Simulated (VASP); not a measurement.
# Sr (relaxed from the beta-Sn structure, space group I4_1/amd): computed properties

The numbers are results of r2SCAN meta-GGA, VASP's PBE PAW potentials (set 64) (plane waves; VASP 6.6.1), not measurements.

| Item | Result |
|---|---|
| space group | I4_1/amd (141) |
| cell | a = 7.410 Å, b = 7.410 Å, c = 4.034 Å, α = 90.00°, β = 90.00°, γ = 90.00° |
| volume per atom | 55.38 Å³/atom |
| band gap (over mesh and band path) | none (metal, semimetal or under 0.01 eV) |
| density | 2.63 g/cm³ |

Sr is modelled in the tetragonal space group I4₁/amd, origin choice 1 (No. 141), Pearson symbol tI4. Conventional cell: a = b = 7.410 Å, c = 4.034 Å, α = β = γ = 90.00°. Sr on 4a sees 4 Sr at 3.840 Å and 2 Sr at 4.034 Å. (Neighbours: up to the widest gap in distance over summed covalent radii, below 1.35, at either atom.)
(The calculation used a cell of 2 atoms; values per cell refer to that cell.)

The structure was generated: Sr was put into the beta-Sn type (I4_1/amd), which need not be its known phase. It was relaxed first, which changed the volume by -6 %. Symmetry was kept, so distortions that lower it aren't found.
